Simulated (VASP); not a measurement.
# BeBrF (P4/nmm) in VASP: single point with PBE

Aim: the single point of BeBrF with PBE.

All numbers are computed with VASP 6.6.1; they aren't measurements. Logs are shortened: lines on timing, memory, paths and dates and some standing lists are left out, and cuts for length are marked.

### Step 1. Starting point

It takes space group P4/nmm (No. 129, tetragonal). Conventional cell: a = 3.679 Å, b = 3.679 Å, c = 6.479 Å, α = 90.00°, β = 90.00°, γ = 90.00°. Be (site symmetry 4mm) is surrounded by 4 F at 2.25 Å. F (site symmetry -4m2) is surrounded by 4 Be at 2.25 Å. Br (site symmetry 4mm) has 5 Be at 2.78 to 2.92 Å and 4 F at 2.92 Å as nearest neighbours.

The cell was built by a generator and needn't be a form met in nature.

### Step 2. Single point, PBE

Contents of INCAR:

```
SYSTEM = BeBrF
ALGO = Normal
EDIFF = 1E-7
ENCUT = 520
GGA = PE
ISIF = 2
ISMEAR = -1
LASPH = .TRUE.
LCHARG = .FALSE.
LREAL = .FALSE.
LWAVE = .FALSE.
NBANDS = 25
NELM = 80
PREC = Accurate
SIGMA = 0.1
```

Contents of KPOINTS:

```
k-points
0
G
  5 5 3
  0 0 0
```

Contents of POSCAR:

```
BeBrF
1.0
    3.6793930000      0.0000000000      0.0000000000
    0.0000000000      3.6793930000      0.0000000000
    0.0000000000      0.0000000000      6.4788150000
Be F Br
2 2 2
Direct
    0.0000000000      0.5000000000      0.2000000000
    0.5000000000      0.0000000000      0.8000000000
    0.0000000000      0.0000000000      0.0000000000
    0.5000000000      0.5000000000      0.0000000000
    0.0000000000      0.5000000000      0.6500000000
    0.5000000000      0.0000000000      0.3500000000
```

Potentials or basis: VASP PAW PBE potentials, release 64 (Be, F, Br).

On the command line:

```sh
$ cat potpaw_PBE.64/Be/POTCAR potpaw_PBE.64/F/POTCAR potpaw_PBE.64/Br/POTCAR > POTCAR
$ mpirun -np 1 vasp_std > vasp.out
```

OUTCAR:

```text
SYSTEM = BeBrF
   EDIFF = 1E-7
   ENCUT = 520
   GGA = PE
   ISIF = 2
   ISMEAR = -1
   LASPH = .TRUE.
   LREAL = .FALSE.
   NELM = 80
   PREC = Accurate

 ion  position               nearest neighbor table
   1  0.000  0.500  0.200-
   2  0.500  0.000  0.800-
   3  0.000  0.000  0.000-
   4  0.500  0.500  0.000-
   5  0.000  0.500  0.650-
   6  0.500  0.000  0.350-

  LATTYP: Found a simple tetragonal cell.
 ALAT       =     3.6793930000
 C/A-ratio  =     1.7608379969

  Lattice vectors:

 A1 = (   3.6793930000,   0.0000000000,   0.0000000000)
 A2 = (   0.0000000000,   3.6793930000,   0.0000000000)
 A3 = (   0.0000000000,   0.0000000000,   6.4788150000)

Analysis of symmetry for initial positions (statically):
=====================================================================
 Subroutine PRICEL returns:
 Original cell was already a primitive cell.

 Routine SETGRP: Setting up the symmetry group for a
 simple tetragonal supercell.

 Subroutine GETGRP returns: Found 16 space group operations
 (whereof  8 operations were pure point group operations)
 out of a pool of 16 trial point group operations.

The static configuration has the point symmetry D_2d.
 The point group associated with its full space group is D_4h.

Analysis of symmetry for dynamics (positions and initial velocities):
=====================================================================
 Subroutine PRICEL returns:
 Original cell was already a primitive cell.

 Routine SETGRP: Setting up the symmetry group for a
 simple tetragonal supercell.

 Subroutine GETGRP returns: Found 16 space group operations
 (whereof  8 operations were pure point group operations)
 out of a pool of 16 trial point group operations.

The dynamic configuration has the point symmetry D_2d.
 The point group associated with its full space group is D_4h.

 Subroutine INISYM returns: Found 16 space group operations
 (whereof  8 operations are pure point group operations),
 and found     1 'primitive' translations

----------------------------------------------------------------------------------------

                                     Primitive cell

  volume of cell :      87.7098

  direct lattice vectors                    reciprocal lattice vectors
     3.679393000  0.000000000  0.000000000     0.271783960  0.000000000  0.000000000
     0.000000000  3.679393000  0.000000000     0.000000000  0.271783960  0.000000000
     0.000000000  0.000000000  6.478815000     0.000000000  0.000000000  0.154349214

  length of vectors
     3.679393000  3.679393000  6.478815000     0.271783960  0.271783960  0.154349214

  position of ions in fractional coordinates (direct lattice)
     0.000000000  0.500000000  0.200000000
     0.500000000  0.000000000  0.800000000
     0.000000000  0.000000000  0.000000000
     0.500000000  0.500000000  0.000000000
     0.000000000  0.500000000  0.650000000
     0.500000000  0.000000000  0.350000000

  ion indices of the primitive-cell ions
   primitive index   ion index
                 1           1
                 2           2
                 3           3
                 4           4
                 5           5
                 6           6

----------------------------------------------------------------------------------------

 KPOINTS: k-points

Automatic generation of k-mesh.
 Grid dimensions read from file:
 generate k-points for:    5    5    3

 Generating k-lattice:

  Cartesian coordinates                     Fractional coordinates (reciprocal lattice)
     0.054356792  0.000000000  0.000000000     0.200000000  0.000000000  0.000000000
     0.000000000  0.054356792  0.000000000     0.000000000  0.200000000  0.000000000
     0.000000000  0.000000000  0.051449738     0.000000000  0.000000000  0.333333333

  Length of vectors
     0.054356792  0.054356792  0.051449738

  Shift w.r.t. Gamma in fractional coordinates (k-lattice)
     0.000000000  0.000000000  0.000000000

 Subroutine IBZKPT returns following result:
 ===========================================

 Found     12 irreducible k-points:

 Following reciprocal coordinates:
            Coordinates               Weight
  0.000000  0.000000  0.000000      1.000000
  0.200000  0.000000  0.000000      4.000000
  0.400000  0.000000  0.000000      4.000000
  0.200000  0.200000  0.000000      4.000000
  0.400000  0.200000  0.000000      8.000000
  0.400000  0.400000  0.000000      4.000000
  0.000000  0.000000  0.333333      2.000000
  0.200000  0.000000  0.333333      8.000000
  0.400000  0.000000  0.333333      8.000000
  0.200000  0.200000  0.333333      8.000000
  0.400000  0.200000  0.333333     16.000000
  0.400000  0.400000  0.333333      8.000000
   k-points           NKPTS =     12   k-points in BZ     NKDIM =     12   number of bands    NBANDS=     25
   number of dos      NEDOS =    301   number of ions     NIONS =      6
   total plane-waves  NPLWV =  37632
   dimension x,y,z NGX =    28 NGY =   28 NGZ =   48
   dimension x,y,z NGXF=    56 NGYF=   56 NGZF=   96
   ions per type =               2   2   2
   NGX,Y,Z   is equivalent  to a cutoff of  12.65, 12.65, 12.32 a.u.
   NGXF,Y,Z  is equivalent  to a cutoff of  25.30, 25.30, 24.63 a.u.
 SYSTEM =  BeBrF
   PREC   = accura    normal or accurate (medium, high low for compatibility)
   ISTART =      0    job   : 0-new  1-cont  2-samecut
   ICHARG =      2    charge: 1-file 2-atom 10-const
   ISPIN  =      1    spin polarized calculation?
   LNONCOLLINEAR =      F non collinear calculations
   LSORBIT =      F    spin-orbit coupling
   LASPH  =      T    aspherical Exc in radial PAW
   ENCUT  =  520.0 eV  38.22 Ry    6.18 a.u.   6.84  6.84 12.05*2*pi/ulx,y,z
   NELM   =     80;   NELMIN=  2; NELMDL= -5     # of ELM steps
   EDIFF  = 0.1E-06   stopping-criterion for ELM
   LREAL  =      F    real-space projection
   EDIFFG = 0.1E-05   stopping-criterion for IOM
   NSW    =      0    number of steps for IOM
   IBRION =     -1    ionic relax: 0-MD 1-quasi-New 2-CG
   NFREE  =      0    steps in history (QN), initial steepest desc. (CG)
   ISIF   =      2    stress and relaxation
   ISYM   =      2    0-nonsym 1-usesym 2-fastsym
   POTIM  = 0.5000    time-step for ionic-motion
   TEBEG  =    0.0;   TEEND  =   0.0 temperature during run
   PSTRESS=    0.0 pullay stress
   NELECT =      32.0000    total number of electrons
   NUPDOWN=      -1.0000    fix difference up-down
   EMIN   =  10.00;   EMAX   =-10.00  energy-range for DOS
   EFERMI =   0.00;   METHOD = LEGACY
   ISMEAR =    -1;   SIGMA  =   0.10  broadening in eV -4-tet -1-fermi 0-gaus
   EFERMI_NEDOS =   21; number of points for ismear=-14 and -15
   IALGO  =     38    algorithm
   IMIX   =      4    mixing-type and parameters
     AMIX     =   0.40;   BMIX     =  1.00
     AMIX_MAG =   1.60;   BMIX_MAG =  1.00
  volume/ion in A,a.u.               =      14.62        98.65
  Fermi-wavevector in a.u.,A,eV,Ry     =   1.169793  2.210587 18.618411  1.368415
  Thomas-Fermi vector in A             =   2.306260
   LORBIT       =      0    0 simple, 1 ext, 2 COOP (PROOUT), +10 PAW based schemes
   GGA     = PE    functional components
   LHFCALC =     F    Hartree Fock is set to
   AEXX    =    0.0000 exact exchange contribution
   IVDW    =     0    specifies the selected vdW correction
   LEPSILON=     F    determine dielectric tensor
   LRPA    =     F    only Hartree local field effects (RPA)
 non-spin polarized calculation
  energy-cutoff  :      520.00
  volume of cell :       87.71
 maximum number of plane-waves:      2377
 NGX is ok and might be reduce to    28
   NGX = 13   NGY = 13   NGZ = 25

 number of electron      31.9999984 magnetization

 Free energy of the ion-electron system (eV)
  ---------------------------------------------------
  ext. energy  EPLUGINS =         0.00000000
  ---------------------------------------------------
  free energy    TOTEN  =       -19.82702007 eV

  energy without entropy =      -19.82697095  energy(sigma->0) =      -19.82699551

 E-fermi :   3.5308     XC(G=0):  -9.8223

 val. band max:        2.6201095465   @ k =   0.2000   0.2000   0.0000
 cond. band min:       4.2278753658   @ k =   0.0000   0.0000   0.0000
 fundamental gap:      1.6077658192
 Fermi energy:         3.5308111866

 k-point     1 :       0.0000    0.0000    0.0000
  band No.  band energies     occupation
      1     -19.7016      2.00000
      2     -18.7708      2.00000
      3     -12.2108      2.00000
      4     -10.9953      2.00000
      5      -2.3579      2.00000
      6      -2.0322      2.00000
[... 17 lines left out ...]
     24      10.6677      0.00000
     25      10.6677      0.00000

 k-point     2 :       0.2000    0.0000    0.0000
  band No.  band energies     occupation
      1     -19.6104      2.00000
      2     -18.8560      2.00000
      3     -12.0197      2.00000
      4     -10.9974      2.00000
      5      -2.6893      2.00000
      6      -1.8787      2.00000
[... 17 lines left out ...]
     24      10.0380      0.00000
     25      10.9718      0.00000

 k-point     3 :       0.4000    0.0000    0.0000
  band No.  band energies     occupation
      1     -19.3734      2.00000
      2     -19.0845      2.00000
      3     -11.5593      2.00000
      4     -11.1411      2.00000
      5      -2.9633      2.00000
      6      -2.3659      2.00000
[... 216 lines left out ...]
 k-point    11 :       0.4000    0.2000    0.3333
  band No.  band energies     occupation
      1     -19.3342      2.00000
      2     -19.0997      2.00000
      3     -11.4499      2.00000
      4     -11.0561      2.00000
      5      -2.7697      2.00000
      6      -2.5335      2.00000
[... 17 lines left out ...]
     24      10.2150      0.00000
     25      13.2875      0.00000

 k-point    12 :       0.4000    0.4000    0.3333
  band No.  band energies     occupation
      1     -19.2427      2.00000
      2     -19.1525      2.00000
      3     -11.1605      2.00000
      4     -10.9999      2.00000
      5      -3.0164      2.00000
      6      -2.7811      2.00000
[... 17 lines left out ...]
     24      10.4248      0.00000
     25      13.9025      0.00000

------------------------ aborting loop because EDIFF is reached ----------------------------------------

  FORCE on cell =-STRESS in cart. coord.  units (eV):
  Direction    XX          YY          ZZ          XY          YZ          ZX
  --------------------------------------------------------------------------------------
  -------------------------------------------------------------------------------------
  Total       -5.1425419     -5.1425419     -1.4892013      0.0000000      0.0000000      0.0000000
  in kB      -93.9378228    -93.9378228    -27.2029532      0.0000000      0.0000000      0.0000000
  external PRESSURE =     -71.6928663 kB  Pullay stress =       0.0000000 kB

 VOLUME and BASIS-vectors are now :
 -----------------------------------------------------------------------------
  energy-cutoff  :      520.00
  volume of cell :       87.71
      direct lattice vectors                 reciprocal lattice vectors
     3.679393000  0.000000000  0.000000000     0.271783960  0.000000000  0.000000000
     0.000000000  3.679393000  0.000000000     0.000000000  0.271783960  0.000000000
     0.000000000  0.000000000  6.478815000     0.000000000  0.000000000  0.154349214

 POSITION                                       TOTAL-FORCE (eV/Angst)
 -----------------------------------------------------------------------------------
      0.00000      1.83970      1.29576         0.000000     -0.000000     -1.404565
      1.83970      0.00000      5.18305         0.000000      0.000000      1.404565
      0.00000      0.00000      0.00000         0.000000      0.000000     -0.000000
      1.83970      1.83970      0.00000         0.000000     -0.000000     -0.000000
      0.00000      1.83970      4.21123         0.000000     -0.000000      0.051418
      1.83970      0.00000      2.26759         0.000000     -0.000000     -0.051418
 -----------------------------------------------------------------------------------
    total drift:                                0.000000      0.000000      0.000000

  FREE ENERGIE OF THE ION-ELECTRON SYSTEM (eV)
  ---------------------------------------------------
  free  energy   TOTEN  =       -19.8270200746 eV

  energy  without entropy=      -19.8269709542  energy(sigma->0) =      -19.82699551
```

Wall time 25 s (1 thread of Intel Xeon Platinum 8488C (Sapphire Rapids), shared host); peak memory 0.18 GiB.

Results:

* Free energy: -19.8270 eV
* Pressure: -7.2 GPa
* Largest force: 1.405 eV/Å
* Band gap on the k mesh: 1.61 eV, indirect (least direct gap 2.28 eV)

Forces on the atoms (eV/Å):
```
Be   0.000  0.000 -1.405
Be   0.000  0.000  1.405
F    0.000  0.000  0.000
F    0.000  0.000  0.000
Br   0.000  0.000  0.051
Br   0.000  0.000 -0.051
```

Caveat: an odd mesh through Γ misses points on the zone boundary, where band edges often lie; forces of over 1 eV/Å show positions far from the minimum, so gaps and moduli don't describe the material at rest.
